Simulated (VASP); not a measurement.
An input for Quantum ESPRESSO's pw.x (written as the equivalent of a VASP run, and not itself run):

```
&CONTROL
  calculation = 'vc-relax'
  pseudo_dir = './pseudo'
  outdir = './out'
  tprnfor = .true.
  tstress = .true.
  nstep = 60
  forc_conv_thr = 0.00039
/
&SYSTEM
  ibrav = 0
  nat = 1
  ntyp = 1
  ecutwfc = 50
  occupations = 'smearing'
  smearing = 'methfessel-paxton'
  degauss = 0.00735
  input_dft = 'vdw-df2'
/
&ELECTRONS
  conv_thr = 7.3e-08
  electron_maxstep = 100
/
&IONS
/
&CELL
/
ATOMIC_SPECIES
  Cs 132.905 Cs.upf
CELL_PARAMETERS angstrom
    -3.0500000    3.0500000    3.0500000
     3.0500000   -3.0500000    3.0500000
     3.0500000    3.0500000   -3.0500000
ATOMIC_POSITIONS crystal
  Cs   0.0000000  0.0000000  0.0000000
K_POINTS automatic
  8 8 8 0 0 0
```

Write the VASP files for the same calculation (vdW-DF2).

This is not unique; one that fits is 
KPOINTS:
```
kpoints
0
gamma
  8 8 8
0 0 0
```

POSCAR:
```
Cs
1.0
 -3.0500000000   3.0500000000   3.0500000000
  3.0500000000  -3.0500000000   3.0500000000
  3.0500000000   3.0500000000  -3.0500000000
Cs
1
Cartesian
  0.0000000000   0.0000000000   0.0000000000
```

INCAR:
```
LREAL  =  .FALSE.   # projection in real space or not
GGA  =  ML
NELM  =  100   # most electronic steps
LUSE_VDW  =  .TRUE.
LCHARG  =  .FALSE.
LWAVE  =  .FALSE.
NSW  =  60
EDIFFG  =  -0.01   # ionic stop
AGGAC  =  0.0
LMAXMIX  =  4
PREC  =  Accurate
ISIF  =  3   # ions, shape and volume
SYSTEM  =  Cs
ENCUT  =  520
SIGMA  =  0.1   # width (eV)
LASPH  =  .TRUE.
ALGO  =  Normal   # blocked Davidson
IBRION  =  2   # conjugate gradients
ISMEAR  =  1   # Methfessel-Paxton
EDIFF  =  1E-6   # SCF stop (eV)
ZAB_VDW  =  -1.8867
```

POTCAR, in this order: Cs_sv (PBE.64 set). Program: vasp_std.

What does not carry over: the potentials are each code's own (VASP's PAW set, PseudoDojo norm-conserving files in pw.x), so ENCUT and ecutwfc are chosen apart and not converted; conv_thr bounds pw.x's estimated SCF error, while EDIFF bounds the energy change between steps; forc_conv_thr acts on force components and is met together with etot_conv_thr.

The compound is Cs in the bcc structure. This run relaxes it. Symmetry was kept, so distortions that lower it aren't found.
